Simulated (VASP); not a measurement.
Write the native input for VASP 6.6.1 that does the following.

- Task: relaxation of cell and atoms
- Functional: RPBE
- Dispersion: D3
- Potentials or basis: VASP PAW PBE potentials, release 64 (Y_sv, Li_sv)
- Cutoff: 600 eV
- k mesh: 6 × 6 × 6
- Occupations: fermi-dirac, width 0.05 eV
- Spin: no spin polarisation
- Further INCAR settings: ALGO = Normal; EDIFF = 1e-06; IBRION = 2; EDIFFG = -0.005; NSW = 40; ISIF = 3

The structure of LiY3 lies in POSCAR:

```
LiY3
1.0
   -2.3671900000      2.3671900000      5.3266430000
    2.3671900000     -2.3671900000      5.3266430000
    2.3671900000      2.3671900000     -5.3266430000
Y Li
3 1
Direct
    0.5000000000      0.5000000000      0.0000000000
    0.2500000000      0.7500000000      0.5000000000
    0.7500000000      0.2500000000      0.5000000000
    0.0000000000      0.0000000000      0.0000000000
```

The cell comes from a database or a generator and needn't be the stable form of this composition.

The input as run:

INCAR

```
SYSTEM = LiY3
PREC = Accurate
ENCUT = 600
EDIFF = 1E-6
ISMEAR = -1
SIGMA = 0.05
LREAL = .False.
LASPH = .True.
NELM = 80
ALGO = Normal
ISIF = 3
LWAVE = .False.
LCHARG = .False.
GGA = RP
IVDW = 11
IBRION = 2
NSW = 40
EDIFFG = -0.005
```

KPOINTS

```
Automatic mesh
0
Gamma
  6 6 6
  0 0 0
```

Potentials or basis: VASP PAW PBE potentials, release 64 (Y_sv, Li_sv).

Run with:

```bash
$ cat potpaw_PBE.64/Y_sv/POTCAR potpaw_PBE.64/Li_sv/POTCAR > POTCAR
$ mpirun -np 1 vasp_std > vasp.out
```

Results of the run:

- Relaxed volume: 29.89 Å³/atom
- Relaxed cell: a = 6.263 Å, b = 6.263 Å, c = 6.263 Å, α = 135.37°, β = 135.37°, γ = 64.96°
- Space group after relaxing (to 0.05 Å): I4/mmm (No. 139)
- Energy gained by relaxing: 0.2 meV/atom
- Ionic steps: 5
- Pressure after relaxing: 0.0 GPa
- Band gap on the k mesh: none (metal or under the smearing width)
- Dispersion energy per atom: -0.405 eV

Caveat: the cutoff is under 1.25 times the usual one of these potentials, so pressure, stress and relaxed cells hold a basis-set (Pulay) error; the PAW data sets were made with another functional, which shifts forces and pressure a little; pairwise dispersion overbinds metals, which lowers pressure and volume.

It took 4.9 min on 1 thread of Intel(R) Xeon(R) 6975P-C (Granite Rapids), with other jobs on the host, peak memory 0.43 GiB.
